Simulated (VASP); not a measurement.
Runs of VASP 6.6.1 on Ti. Symmetry: P6_3/mmc, No. 194, hexagonal system. Conventional cell: a = 2.950 Å, b = 2.950 Å, c = 4.680 Å, α = 90.00°, β = 90.00°, γ = 120.00°. Ti (site symmetry -6m2) is surrounded by 12 Ti at 2.89 to 2.95 Å. 

```tsv
level	potentials or basis	k mesh	cutoff (eV)	gap on the mesh (eV)	pressure (GPa)
PBEsol	VASP PAW PBE potentials, release 64 (Ti_sv)	13 × 13 × 7	700	none	-5.9
PBEsol	VASP PAW PBE potentials, release 64 (Ti)	13 × 13 × 7	500	none	-7.1
PBEsol	VASP PAW PBE potentials, release 64 (Ti_sv)	18 × 18 × 10	520	none	(a)
r2SCAN	VASP PAW PBE potentials, release 64 (Ti_sv)	13 × 13 × 7	520	none	-1.8
PBEsol	VASP PAW PBE potentials, release 64 (Ti_sv)	13 × 13 × 7	600	none	-5.9
```

Alike in all rows: task electric field gradients; no spin polarisation; cell as given; smearing fermi-dirac 0.05 eV.

**Question.** Estimate the missing entries.

**Answer.** (a) -6.0.

Caveats: the PAW data sets were made with another functional, which shifts forces and pressure a little.

A gap of «none» marks a metal or a gap under the smearing width.

The runs don't all hold the same shells in valence.

Runs at the PBE level aren't shown here.
